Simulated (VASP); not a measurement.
Output of a VASP run:

OSZICAR:
```
...
DAV:  20    -0.140166032975E+03   -0.13131E-05   -0.13108E-06   814   0.868E-03    0.406E-03
DAV:  21    -0.140166033321E+03   -0.34564E-06   -0.89087E-07   762   0.642E-03
   1 F= -.14016603E+03 E0= -.14016603E+03  d E =-.140166E+03
       N       E                     dE             d eps       ncg     rms          rms(c)
DAV:   1    -0.140212397836E+03   -0.46365E-01   -0.14547E+00  1055   0.109E+01    0.283E+00
DAV:   2    -0.140167109018E+03    0.45289E-01   -0.21431E-01  1143   0.326E+00    0.998E-01
DAV:   3    -0.140160223816E+03    0.68852E-02   -0.30443E-02  1195   0.873E-01    0.291E-01
DAV:   4    -0.140158189257E+03    0.20346E-02   -0.41852E-03  1127   0.420E-01    0.188E-01
DAV:   5    -0.140159863168E+03   -0.16739E-02   -0.10709E-03  1310   0.244E-01    0.135E-01
DAV:   6    -0.140160878988E+03   -0.10158E-02   -0.94460E-04  1151   0.209E-01    0.405E-02
DAV:   7    -0.140160856259E+03    0.22729E-04   -0.31212E-04  1091   0.139E-01    0.243E-02
DAV:   8    -0.140161062825E+03   -0.20657E-03   -0.83807E-05  1076   0.739E-02    0.142E-02
DAV:   9    -0.140161074362E+03   -0.11537E-04   -0.82705E-06  1179   0.220E-02    0.226E-03
DAV:  10    -0.140161076354E+03   -0.19917E-05   -0.29376E-06   951   0.143E-02    0.192E-03
DAV:  11    -0.140161077879E+03   -0.15258E-05   -0.81737E-07   643   0.719E-03    0.969E-04
DAV:  12    -0.140161077914E+03   -0.34913E-07   -0.11848E-07   601   0.268E-03
   2 F= -.14016108E+03 E0= -.14016108E+03  d E =0.495541E-02
       N       E                     dE             d eps       ncg     rms          rms(c)
DAV:   1    -0.140192114176E+03   -0.31036E-01   -0.70985E-01  1055   0.757E+00    0.202E+00
DAV:   2    -0.140169331061E+03    0.22783E-01   -0.10065E-01  1135   0.226E+00    0.694E-01
DAV:   3    -0.140166591840E+03    0.27392E-02   -0.13578E-02  1144   0.605E-01    0.199E-01
DAV:   4    -0.140165399492E+03    0.11923E-02   -0.18730E-03  1097   0.284E-01    0.138E-01
DAV:   5    -0.140166490429E+03   -0.10909E-02   -0.54945E-04  1223   0.184E-01    0.982E-02
DAV:   6    -0.140167043280E+03   -0.55285E-03   -0.51315E-04  1069   0.160E-01    0.238E-02
DAV:   7    -0.140167041189E+03    0.20905E-05   -0.15375E-04  1062   0.990E-02    0.177E-02
DAV:   8    -0.140167134742E+03   -0.93553E-04   -0.35834E-05  1062   0.490E-02    0.106E-02
DAV:   9    -0.140167139600E+03   -0.48582E-05   -0.41435E-06  1053   0.160E-02    0.130E-03
DAV:  10    -0.140167141804E+03   -0.22033E-05   -0.11998E-06   678   0.991E-03    0.108E-03
DAV:  11    -0.140167141622E+03    0.18162E-06   -0.30698E-07   615   0.424E-03
   3 F= -.14016714E+03 E0= -.14016714E+03  d E =-.110830E-02
       N       E                     dE             d eps       ncg     rms          rms(c)
DAV:   1    -0.140167474909E+03   -0.33311E-03   -0.11744E-02  1076   0.782E-01    0.136E-01
DAV:   2    -0.140167268848E+03    0.20606E-03   -0.10074E-03  1124   0.228E-01    0.621E-02
DAV:   3    -0.140167271689E+03   -0.28408E-05   -0.68553E-05  1198   0.501E-02    0.306E-02
DAV:   4    -0.140167255999E+03    0.15690E-04   -0.18007E-05  1116   0.234E-02    0.213E-02
DAV:   5    -0.140167260416E+03   -0.44166E-05   -0.80035E-06  1132   0.226E-02    0.121E-02
DAV:   6    -0.140167258838E+03    0.15773E-05   -0.91732E-06  1049   0.192E-02    0.465E-03
DAV:   7    -0.140167260096E+03   -0.12580E-05   -0.36418E-06   934   0.135E-02    0.115E-03
DAV:   8    -0.140167260701E+03   -0.60483E-06   -0.37152E-07   538   0.486E-03
   4 F= -.14016726E+03 E0= -.14016726E+03  d E =-.119079E-03
```

### OUTCAR
```
------------------------ aborting loop because EDIFF is reached ----------------------------------------
  FORCE on cell =-STRESS in cart. coord.  units (eV):
  Direction    XX          YY          ZZ          XY          YZ          ZX
  --------------------------------------------------------------------------------------
  Total       -0.0137706     -0.0137706      0.0647193      0.0000000      0.0000000      0.0000000
  in kB       -0.1951909     -0.1951909      0.9173636      0.0000000      0.0000000      0.0000000
  external PRESSURE =       0.1756606 kB  Pullay stress =       0.0000000 kB
  volume of cell :      113.03
      direct lattice vectors                 reciprocal lattice vectors
     1.591665955 -2.756846279 -0.000000000     0.314136266 -0.181366659  0.000000000
     1.591665955  2.756846279 -0.000000000     0.314136266  0.181366659  0.000000000
    -0.000000000 -0.000000000 12.879771389     0.000000000 -0.000000000  0.077641130
 POSITION                                       TOTAL-FORCE (eV/Angst)
 -----------------------------------------------------------------------------------
      1.59167      0.91895      3.21994        -0.000000     -0.000000      0.000000
      1.59167     -0.91895      9.65983         0.000000      0.000000      0.000000
      1.59167      0.91895     11.21988        -0.000000     -0.000000     -0.018663
      1.59167     -0.91895      4.78000        -0.000000     -0.000000     -0.018663
      1.59167     -0.91895      1.65989        -0.000000      0.000000      0.018663
      1.59167      0.91895      8.09977         0.000000      0.000000      0.018663
 -----------------------------------------------------------------------------------
    total drift:                                0.000000      0.001160     -0.000032
  FREE ENERGIE OF THE ION-ELECTRON SYSTEM (eV)
  ---------------------------------------------------
  free  energy   TOTEN  =      -140.1672607012 eV

  energy  without entropy=     -140.1672607012  energy(sigma->0) =     -140.16726070

 reached required accuracy - stopping structural energy minimisation
```
(Selected blocks of OUTCAR.)

### POSCAR
```
WS2
1
    1.5893678901    -2.7528659150     0.0000000000
    1.5893678901     2.7528659150    -0.0000000000
   -0.0000000000     0.0000000000    12.8578837735
W S
2 4
Direct
  0.3333330000   0.6666670000   0.2500000000
  0.6666670000   0.3333330000   0.7500000000
  0.3333330000   0.6666670000   0.8711361689
  0.6666670000   0.3333330000   0.3711361689
  0.6666670000   0.3333330000   0.1288638311
  0.3333330000   0.6666670000   0.6288638311
```

Task: Write an INCAR and KPOINTS that could have produced this output.

Result: Several could match; the one computed here: the input of the run itself, r2SCAN meta-GGA, plane waves, VASP's PBE PAW potentials (set 64).

### KPOINTS
```
Automatic mesh
0
Gamma
7 7 2
0 0 0
```

INCAR:
```
# general
SYSTEM   =  WS2
PREC     =  Accurate
ENCUT    =  400
LREAL    =  .FALSE.
LASPH    =  .TRUE.

# electronic loop
EDIFF    =  1E-6
NELM     =  100
ALGO     =  Normal
LMAXMIX  =  6
LMIXTAU  =  .TRUE.

# smearing
ISMEAR   =  0
SIGMA    =  0.05

# functional
METAGGA  =  R2SCAN

# ions
IBRION   =  2
NSW      =  60
ISIF     =  3
EDIFFG   =  -0.02

# output
LWAVE    =  .FALSE.
LCHARG   =  .FALSE.
```

POTCAR, in this order: W_sv S (PBE.64 set). Program: vasp_std.

The compound is WS2 in the 2H layered structure. This run relaxes it. Symmetry was kept, so distortions that lower it aren't found. The start is the result of an earlier pass.
